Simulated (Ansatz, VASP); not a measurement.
# Cross-check of HfO2 between VASP and Ansatz

One calculation is typed for both programs; each brings its own data sets. How far apart do they land? The cell is taken from a series of runs on this material, whose earlier steps may have relaxed, scaled, displaced or heated it; both programs get it as it stands.

Method: plane waves, with VASP 6.6.1 beside it; zone-centre phonons at LDA, in Ansatz 0.2.0.

### 1. The structure

Symmetry: P2_1/c, No. 14, monoclinic system. Conventional cell: a = 4.846 Å, b = 5.128 Å, c = 4.862 Å, α = 90.00°, β = 96.23°, γ = 90.00°. O has 4 Hf at 2.05 to 2.13 Å nearest. O has 3 Hf at 1.98 to 2.17 Å nearest. Nearest to Hf lie 7 O at 1.98 to 2.17 Å. Farther neighbours and most contacts between anions are not listed.

### 2. Ansatz: zone-centre phonons, LDA

Ansatz runs on its PAW soft_1 files.

Second derivatives magnify differences that forces hide, and they need a tight electronic threshold.

The input, input.yaml:

```yaml
crystal:
  lattice:
    - [4.8442390305, 0.0, 0.1414415081]
    - [0.0, 5.1279011256, 0.0]
    - [-0.6685319542, 0.0, 4.8161954947]
  atoms:
    - { symbol: O, position: [0.4414007207, 0.7620857016, 0.4925259616] }
    - { symbol: O, position: [0.5585992793, 0.2620857016, 0.0074740384] }
    - { symbol: O, position: [0.5585992793, 0.2379142984, 0.5074740384] }
    - { symbol: O, position: [0.4414007207, 0.7379142984, 0.9925259616] }
    - { symbol: O, position: [0.1023664088, 0.3890300914, 0.2926147405] }
    - { symbol: O, position: [0.8976335912, 0.8890300914, 0.2073852595] }
    - { symbol: O, position: [0.8976335912, 0.6109699086, 0.7073852595] }
    - { symbol: O, position: [0.1023664088, 0.1109699086, 0.7926147405] }
    - { symbol: Hf, position: [0.275348455, 0.0378606041, 0.2167941944] }
    - { symbol: Hf, position: [0.724651545, 0.5378606041, 0.2832058056] }
    - { symbol: Hf, position: [0.724651545, 0.9621393959, 0.7832058056] }
    - { symbol: Hf, position: [0.275348455, 0.4621393959, 0.7167941944] }
kpoints:
  mp_grid: { grid: [4, 4, 4] }
hamiltonian:
  xc: lda
  pseudopotentials: { kind: paw, azcp: { folder: soft_1 }, xc_functional: pbe }
scf:
  occupations: { method: fixed }
output:
  eigenvalues: true
phonons:
  method: dfpt
  dielectric: true
  rigid_motions: translations
```

Command:

```
> ansatz run input.yaml --threads 8 --pin off --max-ram 20480MiB --backend cpu --events-out ev --progress --plain --runs-dir out
```

Numbers of over 12 decimals in the logs are rounded to 6 here.

The log of the run:

```text
Engine: ansatz 0.2.0, aarch64-unknown-linux-gnu
Pseudopotentials: kind: paw
Pseudopotential: O, paw, valence charge 6, recommended cutoff 420 eV (normal), soft_1/O.paw.azcp
Pseudopotential: Hf, paw, valence charge 26, recommended cutoff 420 eV (normal), soft_1/Hf.paw.azcp
Functional definition: SPW92
  exchange = slater_x
  correlation = pw_c
Crystal: 12 atoms, lattice volume = 120.123 Å³
Basis set: ecut = 420 eV, 2327 PW (Γ), exchange–correlation on 72×72×72 points (8 copies of the dense FFT grid, shifted against one another)
Bands: 92, of which v1, the nominal top of the filled ones, is band 76 counted from 1 (75 counted from 0)
Symmetry: 4 space group operations
k-points: 36 of 64 (irreducible under 1 space group operation, time reversal used)
Non-local potential: O, projectors of the file, l = 0: 2, l = 1: 2, l = 2: 1
Non-local potential: Hf, projectors of the file, l = 0: 3, l = 1: 2, l = 2: 2, l = 3: 3
PAW form: soft (Blöchl's): semilocal exchange-correlation on the pseudo side does not see the compensation charge
PAW frozen core: O, regenerated for the run's functional, and the local potential with it (the file was generated under x = pbe(κ = 0.804, μ = 0.219515), c = pbe(β = 0.066725))
PAW frozen core: Hf, regenerated for the run's functional, and the local potential with it (the file was generated under x = pbe(κ = 0.804, μ = 0.219515), c = pbe(β = 0.066725))
PAW one-centre angular grid: O, 110 points (default); XC on 64 Gauss nodes
PAW one-centre angular grid: Hf, 590 points (default); XC on 64 Gauss nodes
Initial density: superposition of atomic densities (chi_scale 0.1, normalization cell, long waves kept (reshape's long-wave potential 0.01 eV rms))
Initial wavefunctions: pseudopotential atomic-orbital guess
Functional: x = slater, c = lda
SCF iter   1: F=—  HF=-66377.847668 eV  |F-HF|=—  |Δ(HF+E_count)|=         —  Δρ=9.69e-2  dr2=9.51e0  ethr=3.10e-3  ⟨swp⟩=4.9  Hψ=9447  notcnv=0  defer=479
preconditioner: auto → Resta (q_TF=auto, 2.837 Å⁻¹)  ε∞=5.3  [insulator: Δε(μ)=3.995 eV  Ē_g=19.671 eV  n_scr=44 (ndim 8)  ℏωp=40.7 eV  f_vac=0.000  ε∞_Penn≈5.3]
SCF iter   2: F=—  HF=-66375.458806 eV  |F-HF|=—  |Δ(HF+E_count)|=    2.39e0  Δρ=4.51e-2  dr2=2.23e0  ethr=3.10e-3  ⟨swp⟩=2.3  Hψ=6688  notcnv=0  defer=412
SCF iter   3: F=—  HF=-66374.708639 eV  |F-HF|=—  |Δ(HF+E_count)|=   7.50e-1  Δρ=2.30e-2  dr2=6.30e-1  ethr=1.47e-3  ⟨swp⟩=2.0  Hψ=5201  notcnv=0  defer=497
SCF iter   4: F=—  HF=-66374.454766 eV  |F-HF|=—  |Δ(HF+E_count)|=   2.54e-1  Δρ=7.64e-3  dr2=4.73e-2  ethr=4.14e-4  ⟨swp⟩=2.9  Hψ=5899  notcnv=0  defer=502
SCF iter   5: F=—  HF=-66374.475681 eV  |F-HF|=—  |Δ(HF+E_count)|=   2.09e-2  Δρ=3.74e-3  dr2=1.49e-2  ethr=3.11e-5  ⟨swp⟩=2.0  Hψ=5585  notcnv=0  defer=504
SCF iter   6: F=—  HF=-66374.467603 eV  |F-HF|=—  |Δ(HF+E_count)|=   8.08e-3  Δρ=6.35e-4  dr2=4.74e-4  ethr=9.79e-6  ⟨swp⟩=2.1  Hψ=6074  notcnv=0  defer=504
SCF iter   7: F=—  HF=-66374.468377 eV  |F-HF|=—  |Δ(HF+E_count)|=   7.74e-4  Δρ=4.74e-4  dr2=1.92e-4  ethr=3.12e-7  ⟨swp⟩=2.1  Hψ=5862  notcnv=0  defer=501
SCF iter   8: F=—  HF=-66374.468343 eV  |F-HF|=—  |Δ(HF+E_count)|=   3.35e-5  Δρ=2.56e-4  dr2=6.77e-5  ethr=1.26e-7  ⟨swp⟩=2.0  Hψ=5747  notcnv=0  defer=304
SCF iter   9: F=—  HF=-66374.468334 eV  |F-HF|=—  |Δ(HF+E_count)|=   9.77e-6  Δρ=3.75e-5  dr2=1.10e-6  ethr=4.46e-8  ⟨swp⟩=2.1  Hψ=5048  notcnv=0  defer=302
SCF iter  10: F=—  HF=-66374.468331 eV  |F-HF|=—  |Δ(HF+E_count)|=   3.00e-6  Δρ=7.77e-6  dr2=5.64e-8  ethr=7.23e-10  ⟨swp⟩=2.5  Hψ=5843  notcnv=0  defer=302
SCF iter  11: F=—  HF=-66374.468331 eV  |F-HF|=—  |Δ(HF+E_count)|=   1.19e-9  Δρ=1.51e-6  dr2=2.16e-9  ethr=3.71e-11  ⟨swp⟩=2.5  Hψ=5035  notcnv=0  defer=302
SCF iter  12: F=—  HF=-66374.468331 eV  |F-HF|=—  |Δ(HF+E_count)|=  8.73e-11  Δρ=4.53e-7  dr2=1.69e-10  ethr=1.42e-12  ⟨swp⟩=2.7  Hψ=5825  notcnv=0  defer=302
SCF iter  13: F=-66374.468331 eV  HF=-66374.468331 eV  |F-HF|=4.37e-11  |Δ(HF+E_count)|=  1.46e-11  Δρ=1.78e-7  dr2=3.08e-11  ethr=1.00e-12  ⟨swp⟩=17.2  Hψ=27016  notcnv=0
SCF 1 converged in 13 iterations: F = -66374.468331 eV  dr2 = 3.08e-11
  greatest PAW one-centre occupation: 0.998 electrons in one spin orbital (limit 2), on the Hf atom at site 11 (counted from 0), in its partial waves of l = 3
NSCF: frozen V_eff on 2 k-points
NSCF: frozen V_eff on 30 k-points
[...]
DFPT response loops at q = (0, 0, 0) (fractional): preconditioner auto → none (the input reference at scf.mixing.eps_inf says where Resta's filter doesn't serve); β = 0.50; Anderson in place of MSR1; while a model of the screening serves, it and β = 1 on shorter waves in the place of filter and β
DFPT response loops at Γ: preconditioner auto → none (the input reference at scf.mixing.eps_inf says where Resta's filter doesn't serve); β = 0.50; Broyden in place of MSR1
[...]
--- Phonons (Γ-DFPT): 9 representative perturbations + reference (Σ response iterations 59) ---
  k mesh reduced under 1 symmetry operation, with k and −k counted as one. Each operation leaves every solved perturbation unchanged. A smaller set is not considered because the run solves the response to a homogeneous field
  ASR residual: 5.199e-5 → 0.000e0 eV/Å²; symmetrization residual: 3.445e-6 eV/Å²
  ASR residual per site (eV/Å²): 4.54e-5 4.54e-5 4.54e-5 4.54e-5 5.20e-5 5.20e-5 5.20e-5 5.20e-5 3.55e-5 3.55e-5 3.55e-5 3.55e-5
  Γ frequencies (cm⁻¹): 0.00 0.00 0.00 145.66 146.53 150.38 161.44 174.17 175.97 244.18 245.08 245.38 274.16 292.49 313.03 353.65 382.73 386.80 406.93 419.59 432.60 464.69 467.21 489.01 489.02 505.94 510.48 566.87 635.51 641.28 657.53 710.23 747.98 772.23 783.82 786.14
  ε∞ (high-frequency dielectric tensor):
        5.309134    -0.000000     0.188108
       -0.000000     5.352845    -0.000000
        0.188108    -0.000000     4.943979
  ε⁰ (static dielectric tensor: ions relaxed, cell fixed):
       17.707195    -0.000000     1.142172
       -0.000000    16.378311    -0.000000
        1.142172    -0.000000    15.909273
  ε⁰ − ε∞ (ionic part):
       12.398061    -0.000000     0.954063
       -0.000000    11.025466    -0.000000
        0.954063    -0.000000    10.965295
  softest optical mode at Γ: 145.66 cm⁻¹; the repairs (sum rule, projections) moved no ω² at Γ by more than (1.76 cm⁻¹)²
  Born effective charges Z* (e; rows j = field, columns β = displacement):
    site 0:
        -2.42390    0.00365   -0.07331
         0.02144   -2.90661    0.38122
        -0.06964    0.45206   -2.43358
    site 1:
        -2.42390   -0.00365   -0.07331
        -0.02144   -2.90661   -0.38122
        -0.06964   -0.45206   -2.43358
    site 2:
        -2.42390    0.00365   -0.07331
         0.02144   -2.90661    0.38122
        -0.06964    0.45206   -2.43358
    site 3:
        -2.42390   -0.00365   -0.07331
        -0.02144   -2.90661   -0.38122
        -0.06964   -0.45206   -2.43358
    site 4:
        -2.99746    0.91580   -0.22024
         1.14181   -2.60850   -0.39250
        -0.20427   -0.30443   -2.17359
    site 5:
[...]
site 6:
[...]
site 7:
[...]
site 8:
[...]
site 9:
[...]
site 10:
[...]
site 11:
[...]
Z* charge neutrality: 2.839e-3 e pre-enforcement
  solved inside a basis spanned on kpoints, on 6×6×6 k-points, taken by the longest dipole's decay: ε∞ is read to err by 1.5e-2, Z* by 1.4e-1 e (field_mesh: kpoints solves on kpoints); Z* is corrected for what the basis lacks
  optical modes at Γ without the LO–TO term, one row a degenerate level:
      ω (cm⁻¹)  modes    IR ((D/Å)²/amu)
[...]
optical modes at Γ + LO–TO along q̂ = [1.0000, 0.0000, 0.0000]:
      ω (cm⁻¹)  modes    IR ((D/Å)²/amu)
[...]
optical modes at Γ + LO–TO along q̂ = [0.0000, 1.0000, 0.0000]:
      ω (cm⁻¹)  modes    IR ((D/Å)²/amu)
[...]
optical modes at Γ + LO–TO along q̂ = [0.0000, 0.0000, 1.0000]:
      ω (cm⁻¹)  modes    IR ((D/Å)²/amu)
[...]
641.28      1             0.0000
        657.53      1            19.5079
        684.31      1            68.3781
        710.23      1             0.0000
        747.98      1             0.0000
        772.23      1             1.2033
        783.82      1             0.0000
        787.45      1            16.2454
```

In the SCF lines HF is the Harris–Foulkes energy and dr2 the Hartree energy of the density residual, in eV; the loop may stop once dr2 is under the threshold and the program's other checks hold. Hψ counts applications of the Hamiltonian.

(Part 1 of 3 ends here.)

[Lines on the potential files, build, host, timing and source positions are cut from VASP's logs without a mark.]

[Logs are printed without paths, hosts, clocks, repeated set-up lines and the standing remarks that a program may print on its own settings, such as how far it seeks lower states.]

[Hosts, paths, dates, database ids (printed as entryN), source tags and the programs' standing remarks are cut or masked in the printed files.]
